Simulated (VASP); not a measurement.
Ag (fcc) is relaxed at rising pressure, each step from the one before. Symmetry mostly holds the structure type, and other phases were not tried. The mesh follows the cell, and a change of mesh leaves a small step in the series.

Ag is modelled in the cubic space group Fm-3m (No. 225), the fcc (Cu type) structure, Pearson symbol cF4. Cell: a = b = c = 4.1470 Å, α = β = γ = 90.00°. Ag on 4a has 12 Ag at 2.932 Å (cuboctahedral). (Neighbours: up to the widest gap in distance over summed covalent radii, below 1.35, at either atom.)
(The calculation used a cell of 1 atom; values per cell refer to that cell.)

Level of theory: PBE GGA, VASP's PBE PAW potentials (set 64) (plane waves; VASP 6.6.1). Run with 500 eV cut-off, 15×15×15 Γ-centred mesh, first-order Methfessel-Paxton smearing of 0.10 eV, potentials Ag.

```csv
P (GPa),V (Å³/atom),H − H(0) (eV/atom),space group,gap on the mesh (eV),k-mesh
0,17.83,0.000,Fm-3m,0.00,15×15×15
5,?,?,Fm-3m,0.00,15×15×15
10,?,?,Fm-3m,0.00,16×16×16
20,15.42,2.048,Fm-3m,0.00,16×16×16
30,14.73,2.988,Fm-3m,0.00,16×16×16
45,13.96,4.329,Fm-3m,0.00,16×16×16
```

Question: Complete the blanks.

Answer: 
- 5, V (Å³/atom): 16.97
- 5, H − H(0) (eV/atom): 0.542
- 10, V (Å³/atom): 16.34
- 10, H − H(0) (eV/atom): 1.057

Pressures at which the relaxation failed are left out.

The compound is Ag in the fcc structure.
